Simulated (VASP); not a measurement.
Input:

```
CELL_PARAMETERS angstrom
      3.08819     0.00000     0.00000
      0.00000     3.64814     0.00000
      0.00000     0.00000    16.28363
ATOMIC_POSITIONS crystal
  Ag 0.75000 0.87230 0.57012
  Ag 0.25000 0.37230 0.42988
  F  0.25000 0.50230 0.55455
  F  0.75000 0.00230 0.44545
```

Level of theory: PBE GGA, VASP's PBE PAW potentials (set 64) (plane waves; VASP). Settings: 400 eV cut-off, 6×5×1 Γ-centred mesh, Fermi-Dirac smearing of 0.10 eV, potentials Ag F.

The cell holds a wide vacuum, so values per volume refer to the whole cell.

**Question.** What does the run give for the energy per atom (σ→0), largest force, band gap (on the k-mesh) with the smallest direct gap where there is one?

**Answer.** 
The band gap (on the k-mesh) comes out as none (metal, semimetal or under 0.01 eV). The energy per atom (σ→0) is -2.628 eV/atom and the largest force comes out as 0.07226 Ha/bohr.

Only differences to runs with the same potentials and settings are physical.

The cell is a sheet with vacuum, built from a generated structure.
